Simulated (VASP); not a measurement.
These are vdW-DF-cx, VASP's PBE PAW potentials (set 64) (plane waves; VASP) values and carry that method's errors.

Input for VASP

KPOINTS:
```
Automatic mesh
0
Gamma
11 11 11
0 0 0
```

**POSCAR**
```
LiH
1
    0.0000000000     1.9742820527     1.9742820527
    1.9742820527     0.0000000000     1.9742820527
    1.9742820527     1.9742820527     0.0000000000
Li H
1 1
Direct
  0.0000000000   0.0000000000   0.0000000000
  0.5000000000   0.5000000000   0.5000000000
```

### INCAR
```
SYSTEM  =  LiH
PREC  =  Accurate; ENCUT  =  520; LREAL  =  F
LASPH  =  T
EDIFF  =  1E-7; NELM  =  100; ALGO  =  Normal
ISMEAR  =  0; SIGMA  =  0.05
GGA  =  CX; LUSE_VDW  =  T; AGGAC  =  0.0
ISIF  =  2
LWAVE  =  F; LCHARG  =  F
```

POTCAR, in this order: Li_sv H (PBE.64 set). Program: vasp_std.

The resulting files:

**OUTCAR**
```
 ion  position               nearest neighbor table
   1  0.000  0.000  0.000-
   2  0.500  0.500  0.500-
  LATTYP: Found a face centered cubic cell.
 ALAT       =     3.9485641054
 Subroutine PRICEL returns:
 Original cell was already a primitive cell.
 Subroutine GETGRP returns: Found 48 space group operations
The static configuration has the point symmetry O_h .
The dynamic configuration has the point symmetry O_h .
 Subroutine INISYM returns: Found 48 space group operations
 Subroutine IBZKPT returns following result:
 Found     56 irreducible k-points:

 Following reciprocal coordinates:
            Coordinates               Weight
  0.000000  0.000000  0.000000      1.000000
  0.090909  0.000000  0.000000      8.000000
  0.181818  0.000000  0.000000      8.000000
  0.272727  0.000000  0.000000      8.000000
  0.363636  0.000000  0.000000      8.000000
  0.454545  0.000000  0.000000      8.000000
  0.090909  0.090909  0.000000      6.000000
  0.181818  0.090909  0.000000     24.000000
  0.272727  0.090909  0.000000     24.000000
...
```

File OSZICAR:
```
       N       E                     dE             d eps       ncg     rms          rms(c)
DAV:   1    -0.645154206911E+00   -0.64515E+00   -0.15388E+03   678   0.632E+02
DAV:   2    -0.538310524416E+01   -0.47380E+01   -0.47380E+01   960   0.675E+01
DAV:   3    -0.546890065785E+01   -0.85795E-01   -0.85795E-01   750   0.857E+00
DAV:   4    -0.547068060103E+01   -0.17799E-02   -0.17799E-02   984   0.104E+00
DAV:   5    -0.547069005152E+01   -0.94505E-05   -0.94505E-05   768   0.545E-02    0.301E+00
DAV:   6    -0.526386546991E+01    0.20682E+00   -0.17961E-01   762   0.202E+00    0.150E+00
DAV:   7    -0.519521892265E+01    0.68647E-01   -0.22812E-01   876   0.257E+00    0.234E-01
DAV:   8    -0.519704429175E+01   -0.18254E-02   -0.52537E-03   720   0.677E-01    0.402E-02
DAV:   9    -0.519700087724E+01    0.43415E-04   -0.21056E-04   984   0.913E-02    0.965E-03
DAV:  10    -0.519699733106E+01    0.35462E-05   -0.80001E-06   768   0.244E-02    0.232E-03
DAV:  11    -0.519699609156E+01    0.12395E-05   -0.36351E-07   954   0.531E-03    0.639E-04
DAV:  12    -0.519699449016E+01    0.16014E-05   -0.13274E-08   390   0.145E-03    0.731E-04
DAV:  13    -0.519699518925E+01   -0.69909E-06   -0.14140E-08   354   0.834E-04    0.370E-05
DAV:  14    -0.519699523192E+01   -0.42668E-07   -0.86617E-10   342   0.298E-04
   1 F= -.51969952E+01 E0= -.51969952E+01  d E =-.717092E-16
```

### OUTCAR
```
------------------------ aborting loop because EDIFF is reached ----------------------------------------
  FORCE on cell =-STRESS in cart. coord.  units (eV):
  Direction    XX          YY          ZZ          XY          YZ          ZX
  --------------------------------------------------------------------------------------
  Total        0.2405382      0.2405382      0.2405382      0.0000000      0.0000000      0.0000000
  in kB       25.0401586     25.0401586     25.0401586      0.0000000      0.0000000      0.0000000
  external PRESSURE =      25.0401586 kB  Pullay stress =       0.0000000 kB
  volume of cell :       15.39
      direct lattice vectors                 reciprocal lattice vectors
     0.000000000  1.974282053  1.974282053    -0.253256620  0.253256620  0.253256620
     1.974282053  0.000000000  1.974282053     0.253256620 -0.253256620  0.253256620
     1.974282053  1.974282053  0.000000000     0.253256620  0.253256620 -0.253256620
  FREE ENERGIE OF THE ION-ELECTRON SYSTEM (eV)
  ---------------------------------------------------
  free  energy   TOTEN  =        -5.1969952319 eV

  energy  without entropy=       -5.1969952319  energy(sigma->0) =       -5.19699523
```
(Selected blocks of OUTCAR.)

The compound is LiH in the rock salt structure. This cell is one point of a volume scan, at 0.94 of the reference volume.
